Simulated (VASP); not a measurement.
Consider the following.

```
CELL_PARAMETERS angstrom
      0.00000     1.97389     1.97389
      1.97389     0.00000     1.97389
      1.97389     1.97389     0.00000
ATOMIC_POSITIONS crystal
  Pt 0.00000 0.00000 0.00000
```

Method: optB86b-vdW, VASP's PBE PAW potentials (set 64) (plane waves; VASP). Settings: 520 eV cut-off, Gaussian smearing of 0.050 eV, potentials Pt.

Task: Give the energies of bands 1 to 6 at the high-symmetry points, in eV from the Fermi level.

Result: 
```
band      Γ      X      U      L      W
----  -----  -----  -----  -----  -----
1     -9.97  -6.83  -6.04  -7.09  -5.45
2     -3.65  -6.38  -5.26  -3.71  -4.38
3     -3.65   0.03  -2.73  -3.71  -4.38
4     -3.65   0.49  -1.25  -0.33  -1.92
5     -1.56   0.49  -0.15   0.06   0.50
6     -1.56   1.87   5.65   0.06   6.95
```

It has no gap at this level: it comes out as a metal or semimetal.

The compound is Pt in the fcc structure. It was relaxed first.
